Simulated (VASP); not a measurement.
A VASP calculation is set up with these files.

INCAR:
```
ALGO=Normal
EDIFF=1E-7
EDIFFG=-0.01
ENCUT=480
GGA=PE
IBRION=2
ISIF=3
ISMEAR=1
LASPH=.True.
LCHARG=.False.
LMAXMIX=4
LREAL=.False.
LWAVE=.False.
NELM=100
NSW=40
PREC=Accurate
PSTRESS=200
SIGMA=0.1
SYSTEM=CoGa
```

File POSCAR:
```
CoGa
1.0
  2.8789744464   0.0000000000   0.0000000000
  0.0000000000   2.8789744464   0.0000000000
  0.0000000000   0.0000000000   2.8789744464
Ga Co
1 1
direct
  0.5000000000   0.5000000000   0.5000000000
  0.0000000000   0.0000000000   0.0000000000
```

KPOINTS:
```
K-points
0
Gamma
  12 12 12
```

POTCAR, in this order: Ga_d Co (PBE.64 set). Program: vasp_std.

**Question.** Write an equivalent input for Quantum ESPRESSO's pw.x.

**Answer.** One equivalent input (not run):
```
&CONTROL
  calculation = 'vc-relax'
  pseudo_dir = './pseudo'
  outdir = './out'
  tprnfor = .true.
  tstress = .true.
  nstep = 40
  forc_conv_thr = 0.00039
/
&SYSTEM
  ibrav = 0
  nat = 2
  ntyp = 2
  ecutwfc = 96
  occupations = 'smearing'
  smearing = 'methfessel-paxton'
  degauss = 0.00735
  input_dft = 'pbe'
/
&ELECTRONS
  conv_thr = 7.3e-09
  electron_maxstep = 100
/
&IONS
/
&CELL
  press = 200
/
ATOMIC_SPECIES
  Ga 69.723 Ga.upf
  Co 58.933 Co.upf
CELL_PARAMETERS angstrom
     2.8789744    0.0000000   -0.0000000
    -0.0000000    2.8789744   -0.0000000
     0.0000000   -0.0000000    2.8789744
ATOMIC_POSITIONS crystal
  Ga   0.5000000  0.5000000  0.5000000
  Co   0.0000000  0.0000000  0.0000000
K_POINTS automatic
  12 12 12 0 0 0
```
Limits of the translation: the potentials are each code's own (VASP's PAW set, PseudoDojo norm-conserving files in pw.x), so ENCUT and ecutwfc are chosen apart and not converted; conv_thr bounds pw.x's estimated SCF error, while EDIFF bounds the energy change between steps; forc_conv_thr acts on force components and is met together with etot_conv_thr.

The compound is CoGa in the CsCl type structure. This run relaxes it under an external pressure of 20 GPa. Symmetry was kept, so distortions that lower it aren't found.
